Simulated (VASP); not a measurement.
# TaTl (Pm-3m) in VASP: a series of runs

The runs below take TaTl through relaxation of cell and atoms, relaxation of the atoms, with LDA, PBE, PBEsol.

Program: VASP 6.6.1. These are calculated values, not measurements. Logs are shortened: lines on timing, memory, paths and dates and some standing lists are left out, and cuts for length are marked.

**1. The structure**

The structure is cubic, space group Pm-3m (No. 221). Conventional cell: a = 3.622 Å, b = 3.622 Å, c = 3.622 Å, α = 90.00°, β = 90.00°, γ = 90.00°. Ta (site symmetry m-3m) has 8 Tl at 3.14 Å as nearest neighbours. Tl (site symmetry m-3m) has 8 Ta at 3.14 Å as nearest neighbours.

The cell was built by a generator and needn't be a form met in nature.

**2. Relaxation of cell and atoms, LDA**

INCAR reads:

```
ALGO = Normal ; EDIFF = 1E-7
EDIFFG = -0.01 ; ENCUT = 600
IBRION = 2 ; ISIF = 3
ISMEAR = -1 ; LASPH = T
LCHARG = F ; LREAL = F
LWAVE = F ; NELM = 80
NSW = 60 ; PREC = Accurate
SIGMA = 0.05
```

KPOINTS reads:

```
k-points
0
Gamma
  5 5 5
```

POSCAR reads:

```
TaTl
1.0
    3.6221205400      0.0000000000      0.0000000000
    0.0000000000      3.6221205400      0.0000000000
    0.0000000000      0.0000000000      3.6221205400
Ta Tl
1 1
Direct
    0.0000000000      0.0000000000      0.0000000000
    0.5000000000      0.5000000000      0.5000000000
```

Potentials or basis: VASP PAW LDA potentials, release 64 (Ta_pv, Tl_d).

Command:

```console
$ cat potpaw_LDA.64/Ta_pv/POTCAR potpaw_LDA.64/Tl_d/POTCAR > POTCAR
$ mpirun -np 1 vasp_std > vasp.out
```

OUTCAR:

```text
EDIFF = 1E-7
   EDIFFG = -0.01
   ENCUT = 600
   IBRION = 2
   ISIF = 3
   ISMEAR = -1
   LASPH = T
   LREAL = F
   NELM = 80
   NSW = 60
   PREC = Accurate

 ion  position               nearest neighbor table
   1  0.000  0.000  0.000-   2 3.14   2 3.14   2 3.14   2 3.14   2 3.14   2 3.14   2 3.14   2 3.14

   2  0.500  0.500  0.500-   1 3.14   1 3.14   1 3.14   1 3.14   1 3.14   1 3.14   1 3.14   1 3.14

  LATTYP: Found a simple cubic cell.
 ALAT       =     3.6221205400

  Lattice vectors:

 A1 = (   3.6221205400,   0.0000000000,   0.0000000000)
 A2 = (   0.0000000000,   3.6221205400,   0.0000000000)
 A3 = (   0.0000000000,   0.0000000000,   3.6221205400)

Analysis of symmetry for initial positions (statically):
=====================================================================
 Subroutine PRICEL returns:
 Original cell was already a primitive cell.

 Routine SETGRP: Setting up the symmetry group for a
 simple cubic supercell.

 Subroutine GETGRP returns: Found 48 space group operations
 (whereof 48 operations were pure point group operations)
 out of a pool of 48 trial point group operations.

The static configuration has the point symmetry O_h .

Analysis of symmetry for dynamics (positions and initial velocities):
=====================================================================
 Subroutine PRICEL returns:
 Original cell was already a primitive cell.

 Routine SETGRP: Setting up the symmetry group for a
 simple cubic supercell.

 Subroutine GETGRP returns: Found 48 space group operations
 (whereof 48 operations were pure point group operations)
 out of a pool of 48 trial point group operations.

The dynamic configuration has the point symmetry O_h .

 Subroutine INISYM returns: Found 48 space group operations
 (whereof 48 operations are pure point group operations),
 and found     1 'primitive' translations

----------------------------------------------------------------------------------------

                                     Primitive cell

  volume of cell :      47.5213

  direct lattice vectors                    reciprocal lattice vectors
     3.622120540  0.000000000  0.000000000     0.276081370  0.000000000  0.000000000
     0.000000000  3.622120540  0.000000000     0.000000000  0.276081370  0.000000000
     0.000000000  0.000000000  3.622120540     0.000000000  0.000000000  0.276081370

  length of vectors
     3.622120540  3.622120540  3.622120540     0.276081370  0.276081370  0.276081370

  position of ions in fractional coordinates (direct lattice)
     0.000000000  0.000000000  0.000000000
     0.500000000  0.500000000  0.500000000

  ion indices of the primitive-cell ions
   primitive index   ion index
                 1           1
                 2           2

----------------------------------------------------------------------------------------

 KPOINTS: k-points

Automatic generation of k-mesh.
 Grid dimensions read from file:
 generate k-points for:    5    5    5

 Generating k-lattice:

  Cartesian coordinates                     Fractional coordinates (reciprocal lattice)
     0.055216274  0.000000000  0.000000000     0.200000000  0.000000000  0.000000000
     0.000000000  0.055216274  0.000000000     0.000000000  0.200000000  0.000000000
     0.000000000  0.000000000  0.055216274     0.000000000  0.000000000  0.200000000

  Length of vectors
     0.055216274  0.055216274  0.055216274

  Shift w.r.t. Gamma in fractional coordinates (k-lattice)
     0.000000000  0.000000000  0.000000000

 Subroutine IBZKPT returns following result:
 ===========================================

 Found     10 irreducible k-points:

 Following reciprocal coordinates:
            Coordinates               Weight
  0.000000  0.000000  0.000000      1.000000
  0.200000  0.000000  0.000000      6.000000
  0.400000  0.000000  0.000000      6.000000
  0.200000  0.200000  0.000000     12.000000
  0.400000  0.200000  0.000000     24.000000
  0.400000  0.400000  0.000000     12.000000
  0.200000  0.200000  0.200000      8.000000
  0.400000  0.200000  0.200000     24.000000
  0.400000  0.400000  0.200000     24.000000
  0.400000  0.400000  0.400000      8.000000
   k-points           NKPTS =     10   k-points in BZ     NKDIM =     10   number of bands    NBANDS=     16
   number of dos      NEDOS =    301   number of ions     NIONS =      2
   total plane-waves  NPLWV =  27000
   dimension x,y,z NGX =    30 NGY =   30 NGZ =   30
   dimension x,y,z NGXF=    60 NGYF=   60 NGZF=   60
   ions per type =               1   1
   NGX,Y,Z   is equivalent  to a cutoff of  13.77, 13.77, 13.77 a.u.
   NGXF,Y,Z  is equivalent  to a cutoff of  27.54, 27.54, 27.54 a.u.
 SYSTEM =  unknown system
   PREC   = accura    normal or accurate (medium, high low for compatibility)
   ISTART =      0    job   : 0-new  1-cont  2-samecut
   ICHARG =      2    charge: 1-file 2-atom 10-const
   ISPIN  =      1    spin polarized calculation?
   LNONCOLLINEAR =      F non collinear calculations
   LSORBIT =      F    spin-orbit coupling
   LASPH  =      T    aspherical Exc in radial PAW
   ENCUT  =  600.0 eV  44.10 Ry    6.64 a.u.   7.23  7.23  7.23*2*pi/ulx,y,z
   NELM   =     80;   NELMIN=  2; NELMDL= -5     # of ELM steps
   EDIFF  = 0.1E-06   stopping-criterion for ELM
   LREAL  =      F    real-space projection
   EDIFFG = -.1E-01   stopping-criterion for IOM
   NSW    =     60    number of steps for IOM
   IBRION =      2    ionic relax: 0-MD 1-quasi-New 2-CG
   NFREE  =      1    steps in history (QN), initial steepest desc. (CG)
   ISIF   =      3    stress and relaxation
   ISYM   =      2    0-nonsym 1-usesym 2-fastsym
   POTIM  = 0.5000    time-step for ionic-motion
   TEBEG  =    0.0;   TEEND  =   0.0 temperature during run
   PSTRESS=    0.0 pullay stress
   NELECT =      24.0000    total number of electrons
   NUPDOWN=      -1.0000    fix difference up-down
   EMIN   =  10.00;   EMAX   =-10.00  energy-range for DOS
   EFERMI =   0.00;   METHOD = LEGACY
   ISMEAR =    -1;   SIGMA  =   0.05  broadening in eV -4-tet -1-fermi 0-gaus
   EFERMI_NEDOS =   21; number of points for ismear=-14 and -15
   IALGO  =     38    algorithm
   IMIX   =      4    mixing-type and parameters
     AMIX     =   0.40;   BMIX     =  1.00
     AMIX_MAG =   1.60;   BMIX_MAG =  1.00
  volume/ion in A,a.u.               =      23.76       160.34
  Fermi-wavevector in a.u.,A,eV,Ry     =   1.303714  2.463662 23.125419  1.699670
  Thomas-Fermi vector in A             =   2.434698
   LORBIT       =      0    0 simple, 1 ext, 2 COOP (PROOUT), +10 PAW based schemes
   GGA     = CA    functional components
   LHFCALC =     F    Hartree Fock is set to
   AEXX    =    0.0000 exact exchange contribution
   IVDW    =     0    specifies the selected vdW correction
   LEPSILON=     F    determine dielectric tensor
   LRPA    =     F    only Hartree local field effects (RPA)
 conjugate gradient relaxation of ions
 non-spin polarized calculation
  energy-cutoff  :      600.00
  volume of cell :       47.52
 maximum number of plane-waves:      1595
 NGX is ok and might be reduce to    30
   NGX = 15   NGY = 15   NGZ = 15

--------------------------------------- Ionic step        1  -------------------------------------------

 number of electron      24.0000000 magnetization

 Free energy of the ion-electron system (eV)
  ---------------------------------------------------
  ext. energy  EPLUGINS =         0.00000000
  ---------------------------------------------------
  free energy    TOTEN  =       -13.67132599 eV

  energy without entropy =      -13.66187880  energy(sigma->0) =      -13.66660240

------------------------ aborting loop because EDIFF is reached ----------------------------------------

  FORCE on cell =-STRESS in cart. coord.  units (eV):
  Direction    XX          YY          ZZ          XY          YZ          ZX
  --------------------------------------------------------------------------------------
  -------------------------------------------------------------------------------------
  Total       -5.8288826     -5.8288826     -5.8288826      0.0000000      0.0000000     -0.0000000
  in kB     -196.5201984   -196.5201984   -196.5201984      0.0000000      0.0000000     -0.0000000
  external PRESSURE =    -196.5201984 kB  Pullay stress =       0.0000000 kB
[... 21 lines left out ...]
  energy  without entropy=      -13.6618788018  energy(sigma->0) =      -13.66660240

--------------------------------------- Ionic step        2  -------------------------------------------

 number of electron      24.0000002 magnetization

 E-fermi :  11.6873     XC(G=0): -13.9033

 val. band max:       11.6764450271   @ k =   0.4000   0.4000   0.4000
 cond. band min:      11.7037677311   @ k =   0.4000   0.4000   0.2000
 fundamental gap:      0.0273227039
 Fermi energy:        11.6872804129

 k-point     1 :       0.0000    0.0000    0.0000
  band No.  band energies     occupation
      1     -22.2437      2.00000
      2     -22.2437      2.00000
      3     -22.2437      2.00000
      4      -2.0374      2.00000
      5      -2.0374      2.00000
      6      -1.5608      2.00000
[... 8 lines left out ...]
     15      16.5354      0.00000
     16      16.5354      0.00000
[... 346 lines left out ...]
  energy  without entropy=      -14.3505800940  energy(sigma->0) =      -14.35801443

--------------------------------------- Ionic step        7  -------------------------------------------

 number of electron      24.0000000 magnetization

 Free energy of the ion-electron system (eV)
  ---------------------------------------------------
  ext. energy  EPLUGINS =         0.00000000
  ---------------------------------------------------
  free energy    TOTEN  =       -14.36546139 eV

  energy without entropy =      -14.35053078  energy(sigma->0) =      -14.35799609

 E-fermi :   8.3604     XC(G=0): -12.5707

 val. band max:        8.2554694931   @ k =   0.4000   0.4000   0.2000
 cond. band min:       8.4465227214   @ k =   0.4000   0.2000   0.0000
 fundamental gap:      0.1910532283
 Fermi energy:         8.3603770342

 k-point     1 :       0.0000    0.0000    0.0000
  band No.  band energies     occupation
      1     -26.0579      2.00000
      2     -26.0579      2.00000
      3     -26.0579      2.00000
      4      -3.8540      2.00000
      5      -3.8540      2.00000
      6      -3.2046      2.00000
[... 8 lines left out ...]
     15      12.3445      0.00000
     16      12.3445      0.00000
[... 198 lines left out ...]
  FREE ENERGIE OF THE ION-ELECTRON SYSTEM (eV)
  ---------------------------------------------------
  free  energy   TOTEN  =       -14.3654613925 eV

  energy  without entropy=      -14.3505307795  energy(sigma->0) =      -14.35799609

 reached required accuracy - stopping structural energy minimisation
```

Wall time 22 s (1 thread of Intel Xeon 6975P-C (Granite Rapids), shared host); peak memory 0.16 GiB.

What came out:

* Free energy: -14.3655 eV
* Relaxed volume: 19.18 Å³/atom
* Relaxed cell: a = 3.373 Å, b = 3.373 Å, c = 3.373 Å, α = 90.00°, β = 90.00°, γ = 90.00°
* Space group after relaxing (to 0.05 Å): Pm-3m (No. 221)
* Energy gained by relaxing: 347.1 meV/atom
* Ionic steps: 7
* Pressure after relaxing: 0.0 GPa
* Band gap on the k mesh: none (metal or under the smearing width)

Step by step:
```
step  energy change (eV)  largest force (eV/Å)  pressure (GPa)  volume (Å³)
   1              0.0000                0.0000          -19.65        47.52
   2              0.6305                0.0000           64.22        30.16
   3             -0.6911                0.0000           -1.94        38.86
   4             -0.6939                0.0000           -0.58        38.51
   5             -0.6941                0.0000            0.09        38.34
   6             -0.6941                0.0000           -0.12        38.39
   7             -0.6941                0.0000            0.00        38.36
```

Final structure:
```yaml
crystal:
  lattice:
    - [3.37263, 0.00000, 0.00000]
    - [0.00000, 3.37263, 0.00000]
    - [0.00000, 0.00000, 3.37263]
  atoms:
    - { symbol: Ta, position: [0.00000, 0.00000, 0.00000] }
    - { symbol: Tl, position: [0.50000, 0.50000, 0.50000] }
```

Levels at points of the mesh, in eV from the Fermi level:
| k point | band 10 | band 11 | band 12 | band 13 | band 14 | band 15 |
| --- | --- | --- | --- | --- | --- | --- |
| (0.00, 0.00, 0.00) | -1.31 | -1.31 | 2.40 | 2.40 | 2.40 | 3.98 |

Caveat: the volume moved by over 15 % at a fixed basis, so the end points are rough. Spin-orbit coupling is left out, which matters for the levels of Ta, Tl.

**3. Relaxation of cell and atoms, LDA, spin-orbit coupling, no magnetisation**

INCAR reads:

```
ALGO = Normal ; EDIFF = 1E-7
EDIFFG = -0.01 ; ENCUT = 600
GGA = CA ; GGA_COMPAT = F
IBRION = 2 ; ISIF = 3
ISMEAR = -1 ; LASPH = T
LCHARG = F ; LMAXMIX = 4
LORBIT = 11 ; LREAL = F
LSORBIT = T ; LWAVE = F
MAGMOM = 0 0 0 0 0 0 ; NELM = 80
NSW = 60 ; PREC = Accurate
SIGMA = 0.05
```

KPOINTS is that of step 2.

POSCAR is that of step 2.

Potentials or basis: VASP PAW LDA potentials, release 64 (Ta_pv, Tl_d).

Command:

```console
$ cat potpaw_LDA.64/Ta_pv/POTCAR potpaw_LDA.64/Tl_d/POTCAR > POTCAR
$ mpirun -np 1 vasp_ncl > vasp.out
```

Run time: 1.9 min. Hardware: 1 thread of Intel Xeon 6975P-C (Granite Rapids), shared host; peak memory 0.26 GiB.

It converged, with:

| Property | Result |
| --- | --- |
| Free energy | -15.5368 eV |
| Relaxed volume | 19.15 Å³/atom |
| Relaxed cell | a = 3.371 Å, b = 3.371 Å, c = 3.371 Å, α = 90.00°, β = 90.00°, γ = 90.00° |
| Space group after relaxing (to 0.05 Å) | Pm-3m (No. 221) |
| Energy gained by relaxing | 348.5 meV/atom |
| Ionic steps | 7 |
| Pressure after relaxing | 0.0 GPa |
| Valence electrons inside the program's atomic spheres | Ta 8.78; Tl 11.57 |

Step by step:
| step | energy change (eV) | largest force (eV/Å) | pressure (GPa) | volume (Å³) |
| --- | --- | --- | --- | --- |
| 1 | 0.0000 | 0.0000 | -19.54 | 47.52 |
| 2 | 0.5728 | 0.0000 | 62.46 | 30.25 |
| 3 | -0.6941 | 0.0000 | -1.87 | 38.79 |
| 4 | -0.6967 | 0.0000 | -0.57 | 38.45 |
| 5 | -0.6970 | 0.0000 | 0.10 | 38.28 |
| 6 | -0.6970 | 0.0000 | -0.14 | 38.34 |
| 7 | -0.6970 | 0.0000 | 0.00 | 38.30 |

Final structure:
```yaml
crystal:
  lattice:
    - [3.37092, 0.00000, 0.00000]
    - [0.00000, 3.37092, 0.00000]
    - [0.00000, 0.00000, 3.37092]
  atoms:
    - { symbol: Ta, position: [0.00000, 0.00000, 0.00000] }
    - { symbol: Tl, position: [0.50000, 0.50000, 0.50000] }
```

Caveat: the volume moved by over 15 % at a fixed basis, so the end points are rough.

**4. Relaxation of cell and atoms, PBE**

INCAR reads:

```
SYSTEM = TaTl
  ALGO = Normal
  EDIFF = 1E-7
  EDIFFG = -0.01
  ENCUT = 600
  GGA = PE
  IBRION = 2
  ISIF = 3
  ISMEAR = 1
  LASPH = .True.
  LCHARG = .False.
  LREAL = .False.
  LWAVE = .False.
  NELM = 60
  NSW = 40
  PREC = Accurate
  SIGMA = 0.1
```

KPOINTS reads:

```
k-points
0
Gamma
  7 7 7
  0 0 0
```

POSCAR is that of step 3.

Potentials or basis: VASP PAW PBE potentials, release 64 (Ta_pv, Tl_d).

Command:

```console
$ cat potpaw_PBE.64/Ta_pv/POTCAR potpaw_PBE.64/Tl_d/POTCAR > POTCAR
$ mpirun -np 1 vasp_std > vasp.out
```

Run time: 42 s. Hardware: 1 thread of Intel Xeon 6975P-C (Granite Rapids), shared host; peak memory 0.18 GiB.

Results (log left out):

* Free energy: -12.2930 eV
* Relaxed volume: 20.28 Å³/atom
* Relaxed cell: a = 3.436 Å, b = 3.436 Å, c = 3.436 Å, α = 90.00°, β = 90.00°, γ = 90.00°
* Space group after relaxing (to 0.05 Å): Pm-3m (No. 221)
* Energy gained by relaxing: 176.6 meV/atom
* Ionic steps: 7
* Pressure after relaxing: 0.0 GPa
* Band gap on the k mesh: none (metal or under the smearing width)

The path:
```tsv
step	energy change (eV)	largest force (eV/Å)	pressure (GPa)	volume (Å³)
1	0.0000	0.0000	-13.66	47.52
2	0.0796	0.0000	28.39	34.91
3	-0.3529	0.0000	-0.52	40.74
4	-0.3532	0.0000	-0.12	40.61
5	-0.3531	0.0000	0.31	40.48
6	-0.3531	0.0000	-0.35	40.68
7	-0.3532	0.0000	0.01	40.57
```

Final structure:
```
CELL_PARAMETERS angstrom
3.43606 0.00000 0.00000
0.00000 3.43606 0.00000
0.00000 0.00000 3.43606
ATOMIC_POSITIONS crystal
Ta 0.00000 0.00000 0.00000
Tl 0.50000 0.50000 0.50000
```

Levels at points of the mesh, in eV from the Fermi level:
```tsv
k point	band 10	band 11	band 12	band 13	band 14	band 15
(0.00, 0.00, 0.00)	-1.28	-1.28	2.29	2.29	2.29	3.76
```

**5. Relaxation of the atoms, PBEsol**

INCAR reads:

```
SYSTEM = TaTl
PREC = Accurate ; ENCUT = 520
EDIFF = 1E-6 ; ISMEAR = 1
SIGMA = 0.1 ; LREAL = .FALSE.
LASPH = .TRUE. ; NELM = 60
ALGO = Normal ; ISIF = 2
LWAVE = .FALSE. ; LCHARG = .FALSE.
GGA = PS ; IBRION = 2
NSW = 60 ; EDIFFG = -0.01
```

KPOINTS reads:

```
regular mesh
0
G
  7 7 7
  0 0 0
```

POSCAR is that of step 4.

Command:

```console
$ cat potpaw_PBE.64/Ta_pv/POTCAR potpaw_PBE.64/Tl_d/POTCAR > POTCAR
$ mpirun -np 1 vasp_std > vasp.out
```

Run time: 7.2 s. Hardware: 1 thread of Intel Xeon 6975P-C (Granite Rapids), shared host; peak memory 0.16 GiB.

The run converged. Its results:

```yaml
Free_energy: -13.0574 eV
Pressure_after_relaxing: -17.9 GPa
Band_gap_on_the_k_mesh: none (metal or under the smearing width)
```

Final structure:
```
Ta Tl
1.0
     3.62212    0.00000    0.00000
     0.00000    3.62212    0.00000
     0.00000    0.00000    3.62212
Ta Tl
1 1
Cartesian
  0.0000 0.0000 0.0000
  1.8111 1.8111 1.8111
```

Levels at points of the mesh, in eV from the Fermi level:
```csv
k point,band 10,band 11,band 12,band 13,band 14,band 15
"(0.00, 0.00, 0.00)",-1.06,-1.06,1.78,1.78,1.78,3.35
```

Caveat: the relaxation stopped at its first step, so nothing moved; the PAW data sets were made with another functional, which shifts forces and pressure a little.

**6. The reference run**

An earlier run on the cell as given: functional PBE; potentials or basis VASP PAW PBE potentials, release 64 (Ta_pv, Tl_d); cutoff 520 eV; k mesh 7 × 7 × 7; occupations fermi-dirac, width 0.05 eV; no spin polarisation.

- Pressure: -13.5 GPa
- Band gap on the k mesh: none (metal or under the smearing width)

**7. The runs side by side**

| task | level | potentials or basis | spin | cell | k mesh | cutoff (eV) | smearing | gap on the mesh (eV) | pressure (GPa) | relaxed volume (Å³/atom) |
| --- | --- | --- | --- | --- | --- | --- | --- | --- | --- | --- |
| relaxation of cell and atoms | LDA | VASP PAW LDA potentials, release 64 (Ta_pv, Tl_d) | off | relaxed | 5 × 5 × 5 | 600 | fermi-dirac 0.05 eV | none | 0.0 | 19.18 |
| relaxation of cell and atoms | LDA | VASP PAW LDA potentials, release 64 (Ta_pv, Tl_d) | SOC, no magnetisation | relaxed | 5 × 5 × 5 | 600 | fermi-dirac 0.05 eV | - | 0.0 | 19.15 |
| relaxation of cell and atoms | PBE | VASP PAW PBE potentials, release 64 (Ta_pv, Tl_d) | off | relaxed | 7 × 7 × 7 | 600 | methfessel-paxton 0.1 eV | none | 0.0 | 20.28 |
| relaxation of the atoms | PBEsol | VASP PAW PBE potentials, release 64 (Ta_pv, Tl_d) | off | atoms relaxed | 7 × 7 × 7 | 520 | methfessel-paxton 0.1 eV | none | -17.9 | - |
| single point | PBE | VASP PAW PBE potentials, release 64 (Ta_pv, Tl_d) | off | as given | 7 × 7 × 7 | 520 | fermi-dirac 0.05 eV | none | -13.5 | - |

Caveats: the volume moved by over 15 % at a fixed basis, so the end points are rough (some runs); the relaxation stopped at its first step, so nothing moved (some runs); the PAW data sets were made with another functional, which shifts forces and pressure a little (some runs).

Total energies depend on the potentials used, so only differences within one code and one set of settings carry meaning.
